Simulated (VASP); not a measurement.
Output of a VASP run:

OSZICAR:
```
       N       E                     dE             d eps       ncg     rms          rms(c)
DAV:   1     0.981653540596E+02    0.98165E+02   -0.83519E+03  6040   0.103E+03
DAV:   2    -0.839145458418E+01   -0.10656E+03   -0.10495E+03  7574   0.203E+02
DAV:   3    -0.119344566279E+02   -0.35430E+01   -0.35168E+01  7098   0.400E+01
DAV:   4    -0.119808105175E+02   -0.46354E-01   -0.46313E-01  8094   0.486E+00
DAV:   5    -0.119813197844E+02   -0.50927E-03   -0.50967E-03  7127   0.399E-01    0.144E+01
DAV:   6    -0.113575527005E+02    0.62377E+00   -0.48084E+00  5915   0.229E+01    0.107E+01
DAV:   7    -0.112989072332E+02    0.58645E-01   -0.41987E-01  5894   0.726E+00    0.456E+00
DAV:   8    -0.112911809869E+02    0.77262E-02   -0.48892E-02  6272   0.145E+00    0.119E+00
DAV:   9    -0.112882950915E+02    0.28859E-02   -0.11556E-02  6314   0.119E+00    0.385E-01
DAV:  10    -0.112882806287E+02    0.14463E-04   -0.91080E-04  6783   0.211E-01    0.104E-01
DAV:  11    -0.112882684091E+02    0.12220E-04   -0.56870E-05  6853   0.642E-02    0.392E-02
DAV:  12    -0.112882668720E+02    0.15371E-05   -0.22835E-05  6510   0.475E-02    0.168E-02
DAV:  13    -0.112882668261E+02    0.45898E-07   -0.20560E-06  6195   0.123E-02    0.138E-02
DAV:  14    -0.112882666915E+02    0.13457E-06   -0.37093E-07  5007   0.482E-03    0.343E-03
DAV:  15    -0.112882667686E+02   -0.77081E-07   -0.13858E-07  3122   0.379E-03
   1 F= -.11288267E+02 E0= -.11288267E+02  d E =0.000000E+00
```

OUTCAR:
```
------------------------ aborting loop because EDIFF is reached ----------------------------------------
  FORCE on cell =-STRESS in cart. coord.  units (eV):
  Direction    XX          YY          ZZ          XY          YZ          ZX
  --------------------------------------------------------------------------------------
  Total       -0.1740509      0.0573909     -0.0422303      0.0000000      0.1864149      0.0000000
  in kB       -3.6602133      1.2069046     -0.8880850      0.0000000      3.9202228      0.0000000
  external PRESSURE =      -1.1137979 kB  Pullay stress =       0.0000000 kB
  volume of cell :       76.19
      direct lattice vectors                 reciprocal lattice vectors
     2.082524447  3.593669154 -0.006467022     0.240093220  0.139133911  0.000192612
     2.082524447 -3.593669154  0.006467022     0.240093220 -0.139133911 -0.000192612
     0.000000000  0.007046498 -5.090063744     0.000000000 -0.000353545 -0.196461683
 POSITION                                       TOTAL-FORCE (eV/Angst)
 -----------------------------------------------------------------------------------
      2.08252     -1.24609     -3.61739         0.000000      0.038014      0.036655
      2.08252      1.25313     -1.47267         0.000000     -0.038014     -0.036655
      0.00000      0.00000      0.00000         0.000000      0.000000     -0.000000
 -----------------------------------------------------------------------------------
    total drift:                                0.000000      0.000000      0.000000
  FREE ENERGIE OF THE ION-ELECTRON SYSTEM (eV)
  ---------------------------------------------------
  free  energy   TOTEN  =       -11.2882667686 eV

  energy  without entropy=      -11.2882667686  energy(sigma->0) =      -11.28826677

 total charge

# of ion       s       p       d       tot
------------------------------------------
    1        1.418   1.809   0.061   3.288
    2        1.418   1.809   0.061   3.288
    3        0.614   0.407   8.672   9.693
--------------------------------------------------
tot          3.450   4.025   8.794  16.270

 Electric field gradients after diagonalization (V/A^2)
 (convention: |V_zz| > |V_xx| > |V_yy|)
----------------------------------------------------------------------
 ion       V_xx      V_yy      V_zz     asymmetry (V_yy - V_xx)/ V_zz
----------------------------------------------------------------------
   1     -52.502    -2.815    55.317       0.898
   2     -52.502    -2.815    55.317       0.898
   3      79.062    11.610   -90.672       0.744
```
(Selected blocks of OUTCAR.)

POSCAR:
```
Te2Au
1
    2.0825244469     3.5936691537    -0.0064670222
    2.0825244469    -3.5936691537     0.0064670222
    0.0000000000     0.0070464984    -5.0900637438
Te Au
2 1
Direct
  0.3259304221   0.6740695779   0.7111197446
  0.6740695779   0.3259304221   0.2888802554
  0.0000000000   1.0000000000   0.0000000000
```

Q: Write an INCAR and KPOINTS that could have produced this output.

A: This is not unique; one that fits is the input of the run itself, PBEsol GGA, plane waves, VASP's PBE PAW potentials (set 64).

**KPOINTS**
```
Automatic mesh
0
Gamma
10 10 7
0 0 0
```

### INCAR
```
# general
SYSTEM   =  Te2Au
PREC     =  Accurate
ENCUT    =  400
LREAL    =  F
LASPH    =  T

# electronic loop
EDIFF    =  1E-7
NELM     =  100
ALGO     =  Normal
LMAXMIX  =  6

# smearing
ISMEAR   =  -5

# functional
GGA      =  PS

# ions
ISIF     =  2

# output
LWAVE    =  F
LCHARG   =  T
LORBIT   =  11
NEDOS    =  601

# other
LEFG     =  T
```

POTCAR, in this order: Te Au (PBE.64 set). Program: vasp_std.

For a metal the tetrahedron method with Blöchl corrections gives inexact stress and forces.

The compound is Te2Au in the sg12 structure. It was relaxed first, which changed the volume by -5 %. The electron count is odd and the run is not spin-polarised, which forces a metal.
